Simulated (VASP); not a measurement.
A cell of CsI (CsCl type) near equilibrium:

```xyz
2
Lattice="4.6119 0.0000 0.0000 0.0000 4.6119 0.0000 0.0000 0.0000 4.6119" Properties=species:S:1:pos:R:3 pbc="T T T"
Cs     0.0000     0.0000     0.0000
I      2.3060     2.3060     2.3060
```

Method: r2SCAN meta-GGA, VASP's PBE PAW potentials (set 64) (plane waves; VASP).

Unless said otherwise, spin-orbit coupling is left out, though it shifts the bands of the heavy elements here.

```csv
run,ΔE (meV/atom),σxx,σyy,σzz,"largest shear component, with its sign (GPa)",largest force (eV/Å),gap (eV)
as it is,0.0,0.02,0.02,0.02,0.00,0.000,4.49
after one change,0.1,0.02,0.02,0.02,0.00,0.020,4.49
```
Stress is in GPa, positive when the cell is compressed; gaps are those on the k-mesh, and 0.00 means metallic.

Which change was made?
A) biaxial strain of -3.0 % in the yz plane
B) uniaxial strain of +3.0 % along z
C) atom 2 (I) moved by 0.025 Å along z

C, atom 2 (I) moved by 0.025 Å along z

The compound is CsI in the CsCl type structure.
